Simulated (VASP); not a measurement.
Bi:

```xyz
2
Lattice="2.2675 1.3091 3.9380 -2.2675 1.3091 3.9380 0.0000 -2.6183 3.9380" Properties=species:S:1:pos:R:3 pbc="T T T"
Bi    0.0000    0.0000    2.7645
Bi    0.0000    0.0000    9.0495
```

* Program: VASP 6.6.1
* Task: relaxation of cell and atoms
* Functional: PBEsol
* Potentials or basis: VASP PAW PBE potentials, release 64 (Bi_d)
* Cutoff: 480 eV
* k mesh: 12 × 12 × 12
* Occupations: gaussian, width 0.1 eV
* Spin: no spin polarisation

At the start: pressure -0.3 GPa; volume 35.07 Å³/atom.

How do energy, volume and symmetry change on relaxing?

Over 11 steps the energy falls by 3.2 meV/atom and the volume is 34.36 Å³/atom (-2.0 %); space group R-3m (No. 166, to 0.05 Å).

Step by step:
```csv
step,energy change (eV),largest force (eV/Å),pressure (GPa),volume (Å³)
1,0.0000,0.1609,-0.26,70.14
2,-0.0028,0.1316,-0.01,69.56
3,-0.0043,0.0952,0.31,68.86
4,-0.0056,0.0006,-0.16,69.20
5,-0.0056,0.0045,-0.13,69.18
6,-0.0060,0.0025,-0.07,68.99
7,-0.0062,0.0132,0.04,68.67
8,-0.0063,0.0121,-0.03,68.77
9,-0.0063,0.0118,-0.03,68.78
10,-0.0063,0.0009,0.03,68.70
11,-0.0063,0.0035,0.01,68.72
```

Final structure:
```xyz
2
Lattice="2.2624 1.3062 3.8760 -2.2624 1.3062 3.8760 0.0000 -2.6124 3.8760" Properties=species:S:1:pos:R:3 pbc="T T T"
Bi    0.0000    0.0000    2.7549
Bi    0.0000    0.0000    8.8732
```

Caveat: the PAW data sets were made with another functional, which shifts forces and pressure a little.
